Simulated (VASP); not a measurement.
# Be27Cl in VASP: further runs

One slab, Be27Cl, is run at these levels: LDA; tasks: single point.

Program: VASP 6.6.1. These are calculated values, not measurements. Logs are shortened: lines on timing, memory, paths and dates and some standing lists are left out, and cuts for length are marked.

## Step 1: The slab as given

The cell holds a slab with vacuum, 28 atoms: a = 6.870 Å, b = 6.870 Å, c = 14.588 Å, α = 90.00°, β = 90.00°, γ = 60.00°.

The cell was built by a generator and needn't be a form met in nature.

## Step 2: Single point, LDA

Input file INCAR:

```
PREC = Accurate
ENCUT = 520
EDIFF = 1E-7
ISMEAR = 0
SIGMA = 0.15
LREAL = Auto
LASPH = T
NELM = 100
ALGO = Fast
ISIF = 2
LWAVE = F
LCHARG = F
GGA = CA
NBANDS = 50
```

Input file KPOINTS:

```
Automatic mesh
0
Gamma
  4 4 1
```

Input file POSCAR:

```
Be27Cl
1.0
    6.8700000000      0.0000000000      0.0000000000
    3.4350000000      5.9495950000      0.0000000000
    0.0000000000      0.0000000000     14.5884300000
Be Cl
27 1
Direct
    0.0000000000      0.0000000000      0.0685474722
    0.3333333333      0.0000000000      0.0685474722
    0.6666666667      0.0000000000      0.0685474722
    0.0000000280      0.3333332773      0.0685474722
    0.3333333613      0.3333332773      0.0685474722
    0.6666666947      0.3333332773      0.0685474722
   -0.0000000280      0.6666667227      0.0685474722
    0.3333333053      0.6666667227      0.0685474722
    0.6666666387      0.6666667227      0.0685474722
   -0.1097708695      0.2194433403      0.1897725801
    0.2216664836      0.2222277315      0.1864864142
    0.5560375684      0.2223312679      0.1865004665
   -0.1094946525      0.5569858116      0.1896428882
    0.2206902105      0.5584047318      0.1922558493
    0.5525984066      0.5568916876      0.1896835369
   -0.1086743724      0.8873309864      0.1922192450
    0.2213382138      0.8875407486      0.1922030678
    0.5557187356      0.8883910586      0.1864581041
   -0.0046273552      0.0090078400      0.3148472454
    0.3388321735      0.0054812134      0.3057409879
    0.6558454200      0.0054040653      0.3057682012
    0.0015966534      0.3325883527      0.3092514410
    0.3386137867      0.3227759200      0.3058290028
    0.6658416440      0.3325696959      0.3092783116
   -0.0043094675      0.6618250486      0.3150180657
    0.3424511139      0.6617181506      0.3149655583
    0.6658871231      0.6682720420      0.3091939297
    1.1110130908      0.7782477631      0.4241441334
```

Potentials or basis: VASP PAW LDA potentials, release 64 (Be, Cl).

Command:

```bash
$ cat potpaw_LDA.64/Be/POTCAR potpaw_LDA.64/Cl/POTCAR > POTCAR
$ mpirun -np 1 vasp_std > vasp.out
```

OUTCAR:

```text
PREC = Accurate
   ENCUT = 520
   EDIFF = 1E-7
   ISMEAR = 0
   LREAL = Auto
   LASPH = T
   NELM = 100
   ISIF = 2
   GGA = CA

 ion  position               nearest neighbor table
   1  0.000  0.000  0.069-  10 2.20  17 2.23  16 2.23   8 2.29   4 2.29   6 2.29   7 2.29   3 2.29
                             2 2.29
   2  0.333  0.000  0.069-  11 2.17  18 2.17  17 2.24   8 2.29   4 2.29   5 2.29   9 2.29   1 2.29
                             3 2.29
   3  0.667  0.000  0.069-  12 2.17  18 2.17  16 2.25   7 2.29   6 2.29   9 2.29   5 2.29   1 2.29
                             2 2.29
   4  0.000  0.333  0.069-  11 2.17  13 2.21  10 2.21   2 2.29   1 2.29   5 2.29   6 2.29   9 2.29
                             7 2.29
   5  0.333  0.333  0.069-  12 2.17  11 2.17  14 2.25   2 2.29   3 2.29   4 2.29   6 2.29   7 2.29
                             8 2.29
   6  0.667  0.333  0.069-  12 2.17  15 2.21  10 2.21   3 2.29   1 2.29   4 2.29   5 2.29   8 2.29
                             9 2.29
   7  1.000  0.667  0.069-  13 2.20  16 2.23  14 2.23   3 2.29   1 2.29   9 2.29   8 2.29   5 2.29
                             4 2.29
   8  0.333  0.667  0.069-  15 2.20  17 2.23  14 2.23   2 2.29   1 2.29   7 2.29   9 2.29   6 2.29
                             5 2.29
   9  0.667  0.667  0.069-  18 2.17  13 2.21  15 2.21   3 2.29   2 2.29   7 2.29   8 2.29   4 2.29
[... 22 lines left out ...]
                            26 2.35
  21  0.656  0.005  0.306-  12 2.17  18 2.17  16 2.17  20 2.18  23 2.18  27 2.28  24 2.28  19 2.35
                            25 2.35
  22  0.002  0.333  0.309-  10 2.20  13 2.20  11 2.22  25 2.24  19 2.25  23 2.28  20 2.28  27 2.31
                            24 2.31
  23  0.339  0.323  0.306-  12 2.17  11 2.17  14 2.17  20 2.18  21 2.18  22 2.28  24 2.28  26 2.35
                            25 2.35
  24  0.666  0.333  0.309-  10 2.20  15 2.20  12 2.22  26 2.24  19 2.25  23 2.28  21 2.28  27 2.31
                            22 2.31
  25  0.996  0.662  0.315-  28 2.11  13 2.22  14 2.24  16 2.24  22 2.24  27 2.25  23 2.35  21 2.35
                            26 2.38  19 2.38
  26  0.342  0.662  0.315-  28 2.11  15 2.21  14 2.24  17 2.24  24 2.24  27 2.25  23 2.35  20 2.35
                            25 2.38  19 2.39
  27  0.666  0.668  0.309-  15 2.20  13 2.20  18 2.22  25 2.25  26 2.25  21 2.28  20 2.28  22 2.31
                            24 2.31
  28  0.111  0.778  0.424-  19 2.10  26 2.11  25 2.11

  LATTYP: Found a hexagonal cell.
 ALAT       =     6.8700004122
 C/A-ratio  =     2.1234976892

  Lattice vectors:

 A1 = (  -3.4350000000,  -5.9495950000,   0.0000000000)
 A2 = (   6.8700000000,   0.0000000000,   0.0000000000)
 A3 = (   0.0000000000,   0.0000000000,  14.5884300000)

Analysis of symmetry for initial positions (statically):
=====================================================================
 Subroutine PRICEL returns:
 Original cell was already a primitive cell.

 Routine SETGRP: Setting up the symmetry group for a
 hexagonal supercell.

 Subroutine GETGRP returns: Found  1 space group operations
 (whereof  1 operations were pure point group operations)
 out of a pool of 24 trial point group operations.

The static configuration has the point symmetry C_1 .

Analysis of symmetry for dynamics (positions and initial velocities):
=====================================================================
 Subroutine PRICEL returns:
 Original cell was already a primitive cell.

 Routine SETGRP: Setting up the symmetry group for a
 hexagonal supercell.

 Subroutine GETGRP returns: Found  1 space group operations
 (whereof  1 operations were pure point group operations)
 out of a pool of 24 trial point group operations.

The dynamic configuration has the point symmetry C_1 .

 Subroutine INISYM returns: Found  1 space group operations
 (whereof  1 operations are pure point group operations),
 and found     1 'primitive' translations

----------------------------------------------------------------------------------------

                                     Primitive cell

  volume of cell :     596.2834

  direct lattice vectors                    reciprocal lattice vectors
     6.870000000  0.000000000  0.000000000     0.145560408 -0.084039334  0.000000000
     3.435000000  5.949595000  0.000000000     0.000000000  0.168078668  0.000000000
     0.000000000  0.000000000 14.588430000     0.000000000  0.000000000  0.068547472

  length of vectors
     6.870000000  6.870000412 14.588430000     0.168078678  0.168078668  0.068547472

  position of ions in fractional coordinates (direct lattice)
[... 72 lines left out ...]
     0.000000000  0.042019667  0.000000000     0.000000000  0.250000000  0.000000000
     0.000000000  0.000000000  0.068547472     0.000000000  0.000000000  1.000000000

  Length of vectors
     0.042019669  0.042019667  0.068547472

  Shift w.r.t. Gamma in fractional coordinates (k-lattice)
     0.000000000  0.000000000  0.000000000

 Subroutine IBZKPT returns following result:
 ===========================================

 Found     10 irreducible k-points:

 Following reciprocal coordinates:
            Coordinates               Weight
  0.000000  0.000000  0.000000      1.000000
  0.250000 -0.000000  0.000000      2.000000
  0.250000  0.250000  0.000000      2.000000
  0.000000  0.250000  0.000000      2.000000
  0.500000 -0.000000  0.000000      1.000000
  0.500000  0.500000  0.000000      1.000000
  0.000000  0.500000  0.000000      1.000000
  0.500000  0.250000  0.000000      2.000000
  0.250000  0.500000  0.000000      2.000000
 -0.250000  0.250000  0.000000      2.000000
   k-points           NKPTS =     10   k-points in BZ     NKDIM =     10   number of bands    NBANDS=     50
   number of dos      NEDOS =    301   number of ions     NIONS =     28
   total plane-waves  NPLWV = 314928
   dimension x,y,z NGX =    54 NGY =   54 NGZ =  108
   dimension x,y,z NGXF=   108 NGYF=  108 NGZF=  216
   ions per type =              27   1
   NGX,Y,Z   is equivalent  to a cutoff of  13.07, 13.07, 12.31 a.u.
   NGXF,Y,Z  is equivalent  to a cutoff of  26.13, 26.13, 24.61 a.u.
 SYSTEM =  unknown system
   PREC   = accura    normal or accurate (medium, high low for compatibility)
   ISTART =      0    job   : 0-new  1-cont  2-samecut
   ICHARG =      2    charge: 1-file 2-atom 10-const
   ISPIN  =      1    spin polarized calculation?
   LNONCOLLINEAR =      F non collinear calculations
   LSORBIT =      F    spin-orbit coupling
   LASPH  =      T    aspherical Exc in radial PAW
   ENCUT  =  520.0 eV  38.22 Ry    6.18 a.u.  12.77 12.77 27.12*2*pi/ulx,y,z
   NELM   =    100;   NELMIN=  2; NELMDL= -5     # of ELM steps
   EDIFF  = 0.1E-06   stopping-criterion for ELM
   LREAL  =      T    real-space projection
   EDIFFG = 0.1E-05   stopping-criterion for IOM
   NSW    =      0    number of steps for IOM
   IBRION =     -1    ionic relax: 0-MD 1-quasi-New 2-CG
   NFREE  =      0    steps in history (QN), initial steepest desc. (CG)
   ISIF   =      2    stress and relaxation
   ISYM   =      2    0-nonsym 1-usesym 2-fastsym
   POTIM  = 0.5000    time-step for ionic-motion
   TEBEG  =    0.0;   TEEND  =   0.0 temperature during run
   PSTRESS=    0.0 pullay stress
   NELECT =      61.0000    total number of electrons
   NUPDOWN=      -1.0000    fix difference up-down
   EMIN   =  10.00;   EMAX   =-10.00  energy-range for DOS
   EFERMI =   0.00;   METHOD = LEGACY
   ISMEAR =     0;   SIGMA  =   0.15  broadening in eV -4-tet -1-fermi 0-gaus
   EFERMI_NEDOS =   21; number of points for ismear=-14 and -15
   IALGO  =     68    algorithm
   IMIX   =      4    mixing-type and parameters
     AMIX     =   0.40;   BMIX     =  1.00
     AMIX_MAG =   1.60;   BMIX_MAG =  1.00
  volume/ion in A,a.u.               =      21.30       143.71
  Fermi-wavevector in a.u.,A,eV,Ry     =   0.765656  1.446881  7.976138  0.586230
  Thomas-Fermi vector in A             =   1.865825
   LORBIT       =      0    0 simple, 1 ext, 2 COOP (PROOUT), +10 PAW based schemes
   GGA     = CA    functional components
   LHFCALC =     F    Hartree Fock is set to
   AEXX    =    0.0000 exact exchange contribution
   IVDW    =     0    specifies the selected vdW correction
   LEPSILON=     F    determine dielectric tensor
   LRPA    =     F    only Hartree local field effects (RPA)
 non-spin polarized calculation
 RMM-DIIS sequential band-by-band and
 Gauss-broadening in eV      SIGMA  =   0.15
  energy-cutoff  :      520.00
  volume of cell :      596.28
 maximum number of plane-waves:     16072
 NGX is ok and might be reduce to    54
   NGX = 25   NGY = 25   NGZ = 55

 number of electron      61.0000000 magnetization

 Free energy of the ion-electron system (eV)
  ---------------------------------------------------
  ext. energy  EPLUGINS =         0.00000000
  ---------------------------------------------------
  free energy    TOTEN  =      -106.83368883 eV

  energy without entropy =     -106.69978247  energy(sigma->0) =     -106.76673565

 E-fermi :  -0.6968     XC(G=0):  -5.4943

 val. band max:       -0.7217307008   @ k =   0.0000   0.5000   0.0000
 cond. band min:      -0.6952359646   @ k =  -0.2500   0.2500   0.0000
 fundamental gap:      0.0264947362
 Fermi energy:        -0.6968181336

 k-point     1 :       0.0000    0.0000    0.0000
  band No.  band energies     occupation
      1     -17.8569      2.00000
      2     -10.2519      2.00000
      3      -8.1952      2.00000
      4      -7.5504      2.00000
      5      -7.3272      2.00000
      6      -7.3259      2.00000
[... 439 lines left out ...]
     41       3.3990      0.00000
     42       3.5895      0.00000
 [bands above 42 left out]

------------------------ aborting loop because EDIFF is reached ----------------------------------------

  FORCE on cell =-STRESS in cart. coord.  units (eV):
  Direction    XX          YY          ZZ          XY          YZ          ZX
  --------------------------------------------------------------------------------------
  -------------------------------------------------------------------------------------
  Total      -20.4416413    -20.3898757      0.3051868     -0.0097511      0.0119117      0.0027743
  in kB      -54.9254532    -54.7863622      0.8200186     -0.0262005      0.0320060      0.0074542
  external PRESSURE =     -36.2972656 kB  Pullay stress =       0.0000000 kB

 VOLUME and BASIS-vectors are now :
 -----------------------------------------------------------------------------
  energy-cutoff  :      520.00
  volume of cell :      596.28
      direct lattice vectors                 reciprocal lattice vectors
     6.870000000  0.000000000  0.000000000     0.145560408 -0.084039334  0.000000000
     3.435000000  5.949595000  0.000000000     0.000000000  0.168078668  0.000000000
     0.000000000  0.000000000 14.588430000     0.000000000  0.000000000  0.068547472

 POSITION                                       TOTAL-FORCE (eV/Angst)
 -----------------------------------------------------------------------------------
      0.00000      0.00000      1.00000        -0.001303      0.148092      0.089303
      2.29000      0.00000      1.00000        -0.283453     -0.163328      0.056049
      4.58000      0.00000      1.00000         0.284907     -0.163913      0.056767
      1.14500      1.98320      1.00000         0.025872     -0.019616     -0.175651
      3.43500      1.98320      1.00000         0.000219      0.331674      0.058324
      5.72500      1.98320      1.00000        -0.026913     -0.018741     -0.176022
[... 20 lines left out ...]
      6.87016      3.97595      4.51065        -0.000832     -0.002283      0.010291
      3.43594      4.63026      6.18760        -0.000141     -0.000815      0.004553
 -----------------------------------------------------------------------------------
    total drift:                               -0.000075     -0.000201      0.001658

  FREE ENERGIE OF THE ION-ELECTRON SYSTEM (eV)
  ---------------------------------------------------
  free  energy   TOTEN  =      -106.8336888339 eV

  energy  without entropy=     -106.6997824667  energy(sigma->0) =     -106.76673565
```

Run time: 6.6 min. Hardware: 1 thread of Intel Xeon 6975P-C (Granite Rapids), shared host; peak memory 0.57 GiB.

Results:

| Item | Value |
| --- | --- |
| Free energy | -106.8337 eV |
| Largest force | 0.337 eV/Å |
| Band gap on the k mesh | none (metal or under the smearing width) |

Forces in eV/Å, atoms in the order of the input:
```
Be  -0.001  0.148  0.089
Be  -0.283 -0.163  0.056
Be   0.285 -0.164  0.057
Be   0.026 -0.020 -0.176
Be   0.000  0.332  0.058
Be  -0.027 -0.019 -0.176
Be  -0.123 -0.074  0.088
Be   0.124 -0.076  0.089
Be  -0.001  0.031 -0.175
Be  -0.002  0.004 -0.005
Be   0.000  0.000  0.000
Be   0.002  0.002  0.000
Be   0.002 -0.004  0.005
Be   0.000 -0.002 -0.005
Be  -0.002 -0.006  0.002
Be  -0.001  0.002 -0.002
Be   0.001  0.002 -0.001
Be   0.000  0.007  0.001
Be   0.003 -0.004  0.014
Be  -0.003 -0.002  0.012
Be   0.000  0.000  0.009
Be  -0.001 -0.002  0.010
Be   0.000 -0.005  0.003
Be   0.001 -0.001  0.010
Be   0.002  0.008  0.010
Be  -0.001  0.010  0.011
Be  -0.001 -0.002  0.010
Cl   0.000 -0.001  0.005
```

Caveat: an odd number of electrons without spin polarisation forces a metal; a magnetic or distorted state may lie lower.

[end of part 1 of 3]
